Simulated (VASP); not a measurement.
Calculation: r2SCAN meta-GGA with spin-orbit coupling, VASP's PBE PAW potentials (set 64) (plane waves; VASP).

VASP input:

File POSCAR:
```
DyZn
3.5430770
  1.0000000633   0.0000000000   0.0000000000
  0.0000000000   1.0000000633   0.0000000000
  0.0000000000   0.0000000000   0.9997319285
Zn Dy
1 1
Cart
  0.5000000316   0.5000000316   0.4998659643
  0.0000000000   0.0000000000   0.0000000000
```

KPOINTS:
```
Regular mesh
0
gamma
 9 9 9
```

**KPOINTS_OPT**
```
k-points along high-symmetry lines
5
Line-mode
Reciprocal
  0.000000   0.000000   0.000000 ! GAMMA
  0.000000   0.500000   0.000000 ! X

  0.000000   0.500000   0.000000 ! X
  0.500000   0.500000   0.000000 ! M

  0.500000   0.500000   0.000000 ! M
  0.000000   0.000000   0.000000 ! GAMMA

  0.000000   0.000000   0.000000 ! GAMMA
  0.000000   0.000000   0.500000 ! Z

  0.000000   0.000000   0.500000 ! Z
  0.000000   0.500000   0.500000 ! R

  0.000000   0.500000   0.500000 ! R
  0.500000   0.500000   0.500000 ! A

  0.500000   0.500000   0.500000 ! A
  0.000000   0.000000   0.500000 ! Z

  0.000000   0.500000   0.000000 ! X
  0.000000   0.500000   0.500000 ! R

  0.500000   0.500000   0.000000 ! M
  0.500000   0.500000   0.500000 ! A
```

INCAR:
```
SYSTEM = DyZn
PREC = Accurate
ENCUT = 400
EDIFF = 1E-6
NELM = 100
ALGO = Normal
LREAL = .FALSE.
LASPH = .TRUE.
ISMEAR = 0
SIGMA = 0.05
METAGGA = R2SCAN
LMIXTAU = .TRUE.
LMAXMIX = 6
LWAVE = .FALSE.
LCHARG = .FALSE.
LSORBIT = .TRUE.
MAGMOM = 0 0 0 0 0 0
GGA_COMPAT = .FALSE.
```

POTCAR, in this order: Zn Dy_3 (PBE.64 set). Program: vasp_ncl.

Output of the run:

### OUTCAR
```
 ion  position               nearest neighbor table
   1  0.500  0.500  0.500-   2 3.07   2 3.07   2 3.07   2 3.07   2 3.07   2 3.07   2 3.07   2 3.07
  LATTYP: Found a simple tetragonal cell.
 ALAT       =     3.5430772241
 C/A-ratio  =     0.9997318653
 Subroutine PRICEL returns:
 Original cell was already a primitive cell.
 Subroutine GETGRP returns: Found 16 space group operations
The static configuration has the point symmetry D_4h.
The dynamic configuration has the point symmetry D_4h.
The overall configuration has the point symmetry D_4h.
 Subroutine INISYM returns: Found 16 space group operations
 Subroutine IBZKPT returns following result:
 Found     75 irreducible k-points:

 Following reciprocal coordinates:
            Coordinates               Weight
  0.000000  0.000000  0.000000      1.000000
  0.111111  0.000000  0.000000      4.000000
  0.222222  0.000000  0.000000      4.000000
  0.333333  0.000000  0.000000      4.000000
  0.444444  0.000000  0.000000      4.000000
  0.111111  0.111111  0.000000      4.000000
  0.222222  0.111111  0.000000      8.000000
  0.333333  0.111111  0.000000      8.000000
...
```

### OSZICAR
```
       N       E                     dE             d eps       ncg     rms          rms(c)
DAV:   1     0.706873791592E+02    0.70687E+02   -0.88083E+03  4208   0.148E+03
DAV:   2    -0.368035039604E+02   -0.10749E+03   -0.10567E+03  4200   0.381E+02
DAV:   3    -0.444924117791E+02   -0.76889E+01   -0.74658E+01  5168   0.102E+02
DAV:   4    -0.446921154427E+02   -0.19970E+00   -0.19635E+00  5140   0.129E+01
DAV:   5    -0.446963586163E+02   -0.42432E-02   -0.42371E-02  5076   0.187E+00    0.284E+01
DAV:   6    -0.419586006912E+02    0.27378E+01   -0.29230E+00  4544   0.315E+01    0.155E+01
DAV:   7    -0.416732378804E+02    0.28536E+00   -0.12295E+00  4500   0.174E+01    0.586E+00
DAV:   8    -0.419240927448E+02   -0.25085E+00   -0.29386E-01  4348   0.714E+00    0.156E+00
DAV:   9    -0.419343463352E+02   -0.10254E-01   -0.13092E-02  5028   0.160E+00    0.542E-01
DAV:  10    -0.419352078638E+02   -0.86153E-03   -0.12294E-02  5072   0.159E+00    0.602E-01
DAV:  11    -0.419372723811E+02   -0.20645E-02   -0.42811E-03  4408   0.902E-01    0.424E-02
DAV:  12    -0.419372619997E+02    0.10381E-04   -0.24627E-04  4672   0.225E-01    0.206E-02
DAV:  13    -0.419372060256E+02    0.55974E-04   -0.10471E-04  4416   0.103E-01    0.954E-03
DAV:  14    -0.419372510726E+02   -0.45047E-04   -0.35172E-05  4368   0.515E-02    0.397E-03
DAV:  15    -0.419372518315E+02   -0.75887E-06   -0.14701E-06  3812   0.126E-02
   1 F= -.41937252E+02 E0= -.41936231E+02  d E =-.204087E-02  mag=    -0.0000    -0.0000    -0.0000
       N       E                     dE             ncg
```

**OUTCAR**
```
------------------------ aborting loop because EDIFF is reached ----------------------------------------
  FORCE on cell =-STRESS in cart. coord.  units (eV):
  Direction    XX          YY          ZZ          XY          YZ          ZX
  --------------------------------------------------------------------------------------
  Total       -0.0542343     -0.0542343     -0.0485583      0.0000000      0.0000000      0.0000000
  in kB       -1.9541546     -1.9541546     -1.7496403      0.0000000      0.0000000      0.0000000
  external PRESSURE =      -1.8859832 kB  Pullay stress =       0.0000000 kB
  volume of cell :       44.47
      direct lattice vectors                 reciprocal lattice vectors
     3.543077224  0.000000000  0.000000000     0.282240532  0.000000000  0.000000000
     0.000000000  3.543077224  0.000000000     0.000000000  0.282240532  0.000000000
     0.000000000  0.000000000  3.542127202     0.000000000  0.000000000  0.282316231
 POSITION                                       TOTAL-FORCE (eV/Angst)
 -----------------------------------------------------------------------------------
      1.77154      1.77154      1.77106         0.000000      0.000000      0.000000
      0.00000      0.00000      0.00000         0.000000      0.000000      0.000000
 -----------------------------------------------------------------------------------
    total drift:                                0.000000     -0.000000     -0.000000
  FREE ENERGIE OF THE ION-ELECTRON SYSTEM (eV)
  ---------------------------------------------------
  free  energy   TOTEN  =       -41.9372518315 eV

  energy  without entropy=      -41.9352109622  energy(sigma->0) =      -41.93623140

 Ion:    1  E_soc:     -0.0087376

 Ion:    2  E_soc:     -0.5325440
```
(Selected blocks of OUTCAR.)

The 4f electrons are frozen in the core of the lanthanide potential, so 4f levels, which can set the real gap, and their magnetism are missing.

The structure comes from a measured DyZn entry (P4/mmm) of the Crystallography Open Database, whose conditions weren't checked. It was relaxed first. The relaxed cell has space group Pm-3m.
